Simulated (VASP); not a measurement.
```yaml
crystal:
  lattice:
    - [0.00000, 2.61085, 2.61085]
    - [2.61085, 0.00000, 2.61085]
    - [2.61085, 2.61085, 0.00000]
  atoms:
    - { symbol: Be, position: [0.00000, 0.00000, 0.00000] }
    - { symbol: Te, position: [0.25000, 0.25000, 0.25000] }
```

Method: PBEsol GGA, VASP's PBE PAW potentials (set 64) (plane waves; VASP). Numerical set-up: 500 eV cut-off, 9×9×9 Γ-centred mesh, Gaussian smearing of 0.050 eV, potentials Be Te.

Predict the energy per atom (σ→0), pressure.

```
Quantity                        Value
---------------------  --------------
energy per atom (σ→0)  -3.883 eV/atom
pressure                    20.03 GPa
```

The compound is BeTe in the zinc blende structure. It was relaxed first under an external pressure of 20 GPa.
